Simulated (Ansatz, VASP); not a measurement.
**Cross-check of Re (Rhenium) between VASP and Ansatz**

Aim: how closely do two programs agree when they are given the same cell, functional and k mesh? The cell is taken from a series of runs on this material, whose earlier steps may have relaxed, scaled, displaced or heated it; both programs get it as it stands.

Method: plane waves, with VASP 6.6.1 beside it; zone-centre phonons at PBEsol, in Ansatz 0.2.0.

### Step 1. The starting structure

Symmetry: P6_3/mmc, No. 194, hexagonal system. Conventional cell: a = 2.778 Å, b = 2.778 Å, c = 4.412 Å, α = 90.00°, β = 90.00°, γ = 120.00°. Nearest to Re lie 12 Re at 2.73 to 2.78 Å.

### Step 2. Ansatz: zone-centre phonons, PBEsol

Ansatz runs on its PAW soft_1 files.

Second derivatives magnify differences that forces hide, and they need a tight electronic threshold.

Contents of input.yaml:

```yaml
crystal:
  lattice:
    - [2.7782609672, 0.0, 0.0]
    - [-1.3891304836, 2.406044576, 0.0]
    - [0.0, 0.0, 4.4115582815]
  atoms:
    - { symbol: Re, position: [0.3333333333, 0.6666666667, 0.25] }
    - { symbol: Re, position: [0.6666666667, 0.3333333333, 0.75] }
kpoints:
  mp_grid: { grid: [18, 18, 12] }
hamiltonian:
  xc: pbesol
  pseudopotentials: { kind: paw, azcp: { folder: soft_1 }, xc_functional: pbe }
scf:
  occupations: { method: methfessel_paxton, width: 0.2 }
output:
  eigenvalues: true
phonons:
  method: dfpt
```

Started as:

```console
$ ansatz run input.yaml --threads 4 --pin off --max-ram 10240MiB --backend cpu --events-out ev --progress --plain --runs-dir out
```

Numbers of over 12 decimals in the logs are rounded to 6 here.

The program printed:

```text
zone centre: on kpoints.mp_grid the ground state, and the responses unless they are solved on pairs of k-points, stand on 637 of the mesh's 3888 k-points, reduced under 4 symmetry operations, with k and −k counted as one. Each operation leaves every solved displacement unchanged or reverses it
Engine: ansatz 0.2.0, x86_64-unknown-linux-gnu
Pseudopotentials: kind: paw
Pseudopotential: Re, paw, valence charge 15, recommended cutoff 420 eV (normal), soft_1/Re.paw.azcp
Functional definition: PBEsol
  exchange = pbesol_x
  correlation = pbesol_c
Crystal: 2 atoms, lattice volume = 29.490 Å³
Basis set: ecut = 420 eV, 579 PW (Γ), exchange–correlation on 40×40×60 points (8 copies of the dense FFT grid, shifted against one another)
Bands: 19, of which v1, the nominal top of the filled ones, is band 15 counted from 1 (14 counted from 0)
Symmetry: 24 space group operations
k-points: 637 of 3888 (irreducible under 4 space group operations, time reversal used)
Non-local potential: Re, projectors of the file, l = 0: 3, l = 1: 2, l = 2: 2, l = 3: 1
PAW form: soft (Blöchl's): semilocal exchange-correlation on the pseudo side does not see the compensation charge
PAW frozen core: Re, regenerated for the run's functional, and the local potential with it (the file was generated under x = pbe(κ = 0.804, μ = 0.219515), c = pbe(β = 0.066725))
PAW one-centre angular grid: Re, 590 points (default); XC on 64 Gauss nodes
Initial density: superposition of atomic densities (chi_scale 0.1, normalization cell)
Initial wavefunctions: pseudopotential atomic-orbital guess
Functional: x = pbesol(κ = 0.804, μ = 0.123457), c = pbesol(β = 0.046)
SCF iter   1: F=—  HF=-21477.166632 eV  |F-HF|=—  |Δ(HF+E_count)|=         —  Δρ=6.25e-2  dr2=1.08e0  ethr=3.10e-3  ⟨swp⟩=4.6  Hψ=47982  notcnv=0
preconditioner: auto → none  [metal: Δε(μ)=0.007 eV  Ē_g=6.387 eV  σ=0.200 eV  W_gap=0.03  n_scr=8 (ndim 8)  ℏωp=25.6 eV  f_vac=0.000  D(μ)=1.74/eV (n_scr^D=22)  sad-step TF]
SCF iter   2: F=—  HF=-21476.876344 eV  |F-HF|=—  |Δ(HF+E_count)|=   2.90e-1  S|Δr|=    0.00e0  Δρ=3.64e-2  dr2=3.54e-1  ethr=3.10e-3  ⟨swp⟩=2.0  Hψ=19444  notcnv=0  defer=4
SCF iter   3: F=—  HF=-21476.739890 eV  |F-HF|=—  |Δ(HF+E_count)|=   1.36e-1  S|Δr|=    0.00e0  Δρ=1.80e-3  dr2=3.62e-4  ethr=1.18e-3  ⟨swp⟩=3.0  Hψ=23456  notcnv=0  defer=4
SCF iter   4: F=—  HF=-21476.740217 eV  |F-HF|=—  |Δ(HF+E_count)|=   3.27e-4  S|Δr|=    0.00e0  Δρ=1.84e-4  dr2=1.15e-5  ethr=1.21e-6  ⟨swp⟩=2.1  Hψ=17663  notcnv=0  defer=4
SCF iter   5: F=—  HF=-21476.740213 eV  |F-HF|=—  |Δ(HF+E_count)|=   4.39e-6  S|Δr|=    0.00e0  Δρ=3.03e-5  dr2=1.87e-7  ethr=3.83e-8  ⟨swp⟩=2.0  Hψ=16465  notcnv=0  defer=4
SCF iter   6: F=—  HF=-21476.740213 eV  |F-HF|=—  |Δ(HF+E_count)|=   2.60e-7  S|Δr|=    0.00e0  Δρ=7.60e-6  dr2=1.32e-8  ethr=6.25e-10  ⟨swp⟩=2.7  Hψ=22886  notcnv=0  defer=4
SCF iter   7: F=—  HF=-21476.740213 eV  |F-HF|=—  |Δ(HF+E_count)|=   3.04e-9  S|Δr|=    0.00e0  Δρ=1.31e-6  dr2=3.13e-10  ethr=4.39e-11  ⟨swp⟩=2.6  Hψ=19925  notcnv=0  defer=4
SCF iter   8: F=-21476.740213 eV  HF=-21476.740213 eV  |F-HF|=0.00e0  |Δ(HF+E_count)|=  5.82e-11  S|Δr|=    0.00e0  Δρ=1.09e-7  dr2=1.43e-12  ethr=1.00e-12  ⟨swp⟩=6.0  Hψ=53959  notcnv=0
SCF 1 converged in 8 iterations: F = -21476.740213 eV  dr2 = 1.43e-12
  greatest PAW one-centre occupation: 0.999 electrons in one spin orbital (limit 2), on the Re atom at site 1 (counted from 0), in its partial waves of l = 0
DFPT response loops at Γ: preconditioner auto → Kerker (q_TF=auto, 2.736 Å⁻¹) (partly filled bands, converged f_vac=0.000); β = 1.00, the filter's whole step (`scf.mixing.beta` (0.50) is not read by the response loops under this deck's `scf.mixing.preconditioner`; to damp them name `kerker` or `kerker_dos`, under which they read `scf.mixing.beta`, and type it under 1.00, their step now; both keys bind the ground state too); Broyden in place of MSR1
SCF converged after 8 iterations
Stability not checked: this state was not tested for a lower state beside it, because cold or Methfessel-Paxton smearing, or corrected tetrahedra, fill the levels in a way that the test cannot read (fill_not_monotonic; see scf.lower_state_search)
Free energy (F): -21476.740213 eV
Harris-Foulkes:  -21476.740213 eV  (|F-HF|=0.00e0)
Internal energy: -21476.740457 eV  (E = F + TS)
E sigma→0 (E₀):  -21476.740274 eV
Entropy (-TS):   0.000244 eV (0.122 meV/atom)
Fermi energy:    23.765543 eV
--- Per-component energies (eV) ---
  E_band       = -148.254502
  E_kinetic    = 1046.093102
  E_local      = -1552.559131  (includes V_loc(G=0)·N_el)
  E_nonlocal   = 165.134645
  E_hartree    = 540.305255
  E_xc         = -708.600220
  E_vxc        = -580.183895  (∫ρ·V_xc dr)
  E_paw        = -17152.017117  (= ΣΔE_a)
  E_vpaw       = -307.349876  (= ΣTr[D̂ρ^β])
  E_aug_tail   = 0.000105  (compensation charges beyond the density's cutoff)
  E_ewald      = -3815.563749
  E_core_change = 0.466653  (= ΣΔE_core)
  E_smearing   = 0.000244  (= −TS)
  E_closure    = 0.000000  (closes the sum)
  Σ components = -21476.740213   (vs F -21476.740213, Δ=0.00e0)
--- Band table (eV; the first three rows and the last of 637) ---
  k-point 0: bands = [... 11 lower, 22.1884, 22.4303, 23.0762, 23.0762, 23.8366, 23.8366, 24.6024, 27.1611]
  k-point 1: bands = [... 11 lower, 22.1342, 22.3753, 23.0162, 23.0162, 23.9718, 23.9718, 24.3470, 27.1791]
  k-point 2: bands = [... 11 lower, 22.0222, 22.2210, 22.8545, 22.8545, 23.7038, 24.3219, 24.3219, 27.2070]
  k-point 636: bands = [... 11 lower, 20.5427, 21.6446, 21.6446, 23.6248, 23.6248, 27.7793, 27.7793, 30.0454]
--- Phonons (Γ-DFPT): 2 representative perturbations + reference, on 637 of 3888 k-points (Σ response iterations 5) ---
  k mesh reduced under 4 symmetry operations, with k and −k counted as one. Each operation leaves every solved displacement unchanged or reverses it
  ASR residual: 1.048e-4 → 0.000e0 eV/Å²; symmetrization residual: 2.274e-13 eV/Å²
  ASR residual per site (eV/Å²): 1.05e-4 1.05e-4
  Γ frequencies (cm⁻¹): 0.00 0.00 0.00 96.74 113.63 113.63
  non-analytic LO–TO correction: not included (Born effective charges unavailable; polar crystals: no LO–TO splitting at Γ)
```

Reading the cycles: dr2 is the Hartree energy of the density residual (eV), the measure of convergence; HF is the Harris–Foulkes estimate of the energy, which meets the free energy F at convergence.

### Step 3. VASP: zone-centre phonons, PBEsol

The same cell, functional, mesh and smearing now go to VASP, with its own data sets.

Lines of VASP's logs that name or quote its potential files are left out, and so is its time.

Contents of INCAR:

```
SYSTEM = Re
PREC = Accurate
ENCUT = 600
EDIFF = 1E-08
NELM = 120
ISMEAR = 1
SIGMA = 0.2
LREAL = .FALSE.
ALGO = Normal
GGA = PS
NBANDS = 13
LASPH = .TRUE.
LORBIT = 11
LWAVE = .FALSE.
LCHARG = .FALSE.
ISIF = 2
IBRION = 8
GGA_COMPAT = .FALSE.
KPAR = 2
```

Contents of POSCAR:

```
Re
1.0
    2.7782609672      0.0000000000      0.0000000000
   -1.3891304836      2.4060445760      0.0000000000
    0.0000000000      0.0000000000      4.4115582815
Re
2
Direct
    0.3333333333      0.6666666667      0.2500000000
    0.6666666667      0.3333333333      0.7500000000
```

Contents of KPOINTS:

```
Automatic mesh
0
Gamma
18 18 12
0 0 0
```

Potentials, in the order of the species: Re (PBE family, release 64).

Started as:

```console
$ mpirun -np 2 vasp_std
```

The program printed:

```text
[banner, memory and clock lines left out]
running    2 mpi-ranks, on    1 nodes
 distrk:  each k-point on    1 cores,    2 groups
 distr:  one band on    1 cores,    1 groups

 POSCAR found type information on POSCAR Re
 POSCAR found :  1 types and       2 ions
|                                                                             |
|               ----> ADVICE to this user running VASP <----                  |
|                                                                             |
|     You enforced a specific xc type in the INCAR file but a different       |
|     [... a line on the potential file left out ...]
|     I HOPE YOU KNOW WHAT YOU ARE DOING!                                     |
|                                                                             |

 LDA part: xc-table for (Slater+PW92), standard interpolation
 POSCAR, INCAR and KPOINTS ok, starting setup
 FFT: planning ... GRIDC
 FFT: planning ... GRID_SOFT
 FFT: planning ... GRID
 WAVECAR not read
 entering main loop
       N       E                     dE             d eps       ncg     rms          rms(c)
DAV:   1     0.322123310989E+02    0.32212E+02   -0.73940E+03 12744   0.146E+03
DAV:   2    -0.252732237283E+02   -0.57486E+02   -0.48227E+02 11476   0.334E+02
DAV:   3    -0.282069674097E+02   -0.29337E+01   -0.26651E+01 11774   0.994E+01
DAV:   4    -0.282531943834E+02   -0.46227E-01   -0.45692E-01 10665   0.687E+00
DAV:   5    -0.282538671100E+02   -0.67273E-03   -0.67225E-03 11404   0.114E+00    0.442E+01
DAV:   6    -0.271057538663E+02    0.11481E+01   -0.10089E+00 11822   0.285E+01    0.179E+01
DAV:   7    -0.267382026047E+02    0.36755E+00   -0.65608E-01 12046   0.223E+01    0.556E-01
DAV:   8    -0.267259759503E+02    0.12227E-01   -0.78359E-03 11277   0.817E-01    0.159E-01
DAV:   9    -0.267249480543E+02    0.10279E-02   -0.54173E-04 12426   0.249E-01    0.413E-02
DAV:  10    -0.267249531044E+02   -0.50501E-05   -0.53120E-05 11227   0.902E-02    0.171E-02
DAV:  11    -0.267249538712E+02   -0.76677E-06   -0.76570E-07 12531   0.188E-02    0.193E-03
DAV:  12    -0.267249536606E+02    0.21063E-06   -0.22943E-08  7754   0.603E-03    0.755E-04
DAV:  13    -0.267249536622E+02   -0.16130E-08   -0.90148E-09  6901   0.224E-03
   1 F= -.26724954E+02 E0= -.26724978E+02  d E =0.716249E-04
 Linear response reoptimize wavefunctions to high precision
DAV:   1    -0.267249536405E+02    0.21737E-07   -0.19117E-08  9696   0.233E-03
DAV:   2    -0.267249536405E+02   -0.26603E-10   -0.27489E-10  6047   0.385E-04
 Linear response DOF=           2
 Linear response progress:
  Degree of freedom:   1/  2
       N       E                     dE             d eps       ncg     rms          rms(c)
RMM:   1    -0.741307133221E-01   -0.74131E-01   -0.59315E+00 29894   0.157E+02
RMM:   2    -0.142722273197E+00   -0.68592E-01   -0.68471E-02 66807   0.275E+00    0.133E-01
RMM:   3    -0.142487666624E+00    0.23461E-03   -0.19138E-03 66890   0.369E-01    0.902E-02
RMM:   4    -0.141714714789E+00    0.77295E-03   -0.10048E-03 68574   0.330E-01    0.222E-02
RMM:   5    -0.141761446163E+00   -0.46731E-04   -0.42483E-05 65229   0.753E-02    0.889E-03
RMM:   6    -0.141775340228E+00   -0.13894E-04   -0.73138E-06 68686   0.275E-02    0.417E-03
RMM:   7    -0.141778346598E+00   -0.30064E-05   -0.60949E-07 60914   0.997E-03    0.101E-03
RMM:   8    -0.141776763792E+00    0.15828E-05   -0.12082E-07 71577   0.256E-03    0.398E-04
RMM:   9    -0.141775727541E+00    0.10363E-05   -0.16876E-07 67370   0.140E-03    0.799E-05
RMM:  10    -0.141775640078E+00    0.87463E-07   -0.16988E-07 73352   0.926E-04    0.217E-05
RMM:  11    -0.141775657160E+00   -0.17082E-07   -0.15768E-07 70413   0.883E-04    0.542E-06
RMM:  12    -0.141775653224E+00    0.39358E-08   -0.17778E-07 72419   0.863E-04    0.270E-06
RMM:  13    -0.141775654841E+00   -0.16172E-08   -0.17356E-07 72185   0.872E-04    0.785E-07
RMM:  14    -0.141775654008E+00    0.83254E-09   -0.18153E-07 73326   0.875E-04    0.152E-07
RMM:  15    -0.141775653547E+00    0.46144E-09   -0.20064E-07 69041   0.877E-04    0.126E-07
RMM:  16    -0.141775654727E+00   -0.11798E-08   -0.22601E-07 66716   0.876E-04    0.150E-07
RMM:  17    -0.141775653998E+00    0.72880E-09   -0.24037E-07 65826   0.877E-04    0.287E-07
RMM:  18    -0.141775654431E+00   -0.43287E-09   -0.27259E-07 65796   0.876E-04    0.376E-07
RMM:  19    -0.141775654797E+00   -0.36648E-09   -0.27818E-07 66122   0.874E-04    0.416E-07
RMM:  20    -0.141775653846E+00    0.95140E-09   -0.29897E-07 66124   0.876E-04    0.342E-07
RMM:  21    -0.141775655242E+00   -0.13962E-08   -0.40085E-07 66496   0.876E-04    0.439E-07
RMM:  22    -0.141775652606E+00    0.26364E-08   -0.35817E-07 66715   0.876E-04    0.508E-07
RMM:  23    -0.141775655497E+00   -0.28917E-08   -0.38114E-07 67104   0.876E-04    0.486E-07
RMM:  24    -0.141775653389E+00    0.21086E-08   -0.38746E-07 67361   0.876E-04    0.512E-07
 first order change of Fermi-energy  -0.17566E-04
 force on displaced ion       1 direction 1 :  -4.277   0.000   0.000
 Linear response progress:
  Degree of freedom:   2/  2
       N       E                     dE             d eps       ncg     rms          rms(c)
RMM:   1    -0.108991220001E+00   -0.10899E+00   -0.65069E+00 10272   0.164E+02
RMM:   2    -0.183607485648E+00   -0.74616E-01   -0.60368E-02 21502   0.329E+00    0.208E-01
RMM:   3    -0.184710732299E+00   -0.11032E-02   -0.50680E-03 22353   0.652E-01    0.119E-01
RMM:   4    -0.184884967196E+00   -0.17423E-03   -0.30789E-04 24110   0.199E-01    0.522E-02
RMM:   5    -0.185133374542E+00   -0.24841E-03   -0.49953E-04 22654   0.146E-01    0.137E-02
RMM:   6    -0.185144722939E+00   -0.11348E-04   -0.14471E-04 21536   0.409E-02    0.650E-03
RMM:   7    -0.185166195457E+00   -0.21473E-04    0.11056E-05 21378   0.259E-02    0.295E-03
RMM:   8    -0.185165763667E+00    0.43179E-06   -0.54109E-06 23962   0.969E-03    0.130E-03
RMM:   9    -0.185158999955E+00    0.67637E-05   -0.22269E-06 20460   0.110E-02    0.231E-04
RMM:  10    -0.185160417444E+00   -0.14175E-05   -0.68713E-06 24031   0.312E-03    0.208E-04
RMM:  11    -0.185159974022E+00    0.44342E-06   -0.60804E-07 22346   0.148E-03    0.144E-04
RMM:  12    -0.185159467686E+00    0.50634E-06    0.50968E-08 22855   0.131E-03    0.177E-05
RMM:  13    -0.185159537199E+00   -0.69513E-07    0.32164E-07 25243   0.101E-03    0.801E-06
RMM:  14    -0.185159584253E+00   -0.47054E-07    0.16508E-07 24835   0.917E-04    0.666E-06
RMM:  15    -0.185159599503E+00   -0.15250E-07    0.82940E-08 23499   0.916E-04    0.311E-06
RMM:  16    -0.185159596304E+00    0.31994E-08    0.94853E-08 24504   0.918E-04    0.676E-07
 first order change of Fermi-energy   0.96834E-04
 force on displaced ion       1 direction 3 :  -0.000  -0.000  -2.810
 Linear response finished
```

(Continued in part 2 of 2.)

[Lines on the potential files, build, host, timing and source positions are cut from VASP's logs without a mark.]

[Logs are printed without paths, hosts, clocks, repeated set-up lines and the standing remarks that a program may print on its own settings, such as how far it seeks lower states.]

[Hosts, paths, dates, database ids (printed as entryN), source tags and the programs' standing remarks are cut or masked in the printed files.]
